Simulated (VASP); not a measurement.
Computed with PBE GGA, VASP's PBE PAW potentials (set 64) (plane waves; VASP).

Input for VASP

### KPOINTS
```
Automatic mesh
0
Gamma
5 5 2
0.5 0.5 0.5
```

File POSCAR:
```
Cl
1
    2.2357440000    -3.1140720000     0.0000000000
    2.2357440000     3.1140720000     0.0000000000
    0.0000000000     0.0000000000     8.2443060000
Cl
4
Direct
  0.8770000000   0.8770000000   0.8970000000
  0.6230000000   0.6230000000   0.3970000000
  0.3770000000   0.3770000000   0.6030000000
  0.1230000000   0.1230000000   0.1030000000
```

INCAR:
```
NELM = 100   # most electronic steps
GGA = PE   # PBE
EDIFF = 1E-6   # SCF stop (eV)
LCHARG = F
LASPH = T   # aspherical one-centre terms
PREC = Accurate
SIGMA = 0.02   # width (eV)
ISMEAR = -1   # Fermi-Dirac
ENCUT = 300   # plane-wave cut-off (eV)
LWAVE = F
LREAL = F   # projection in real space or not
ALGO = Normal
ISIF = 2
SYSTEM = Cl
```

POTCAR, in this order: Cl (PBE.64 set). Program: vasp_std.

Problem. What will the output report for the number of irreducible k-points (NKPTS), largest plane-wave count, number of space-group operations, FFT grid (NGX, NGY, NGZ)?

Solution. 
```json
{
  "number of irreducible k-points (NKPTS)": "9",
  "largest_plane_wave_count": "1366",
  "number_of_space_group_operations": "8",
  "FFT grid (NGX, NGY, NGZ)": "24 × 24 × 48"
}
```

The structure is a typed Cl crystal. The cell was not relaxed at this level.
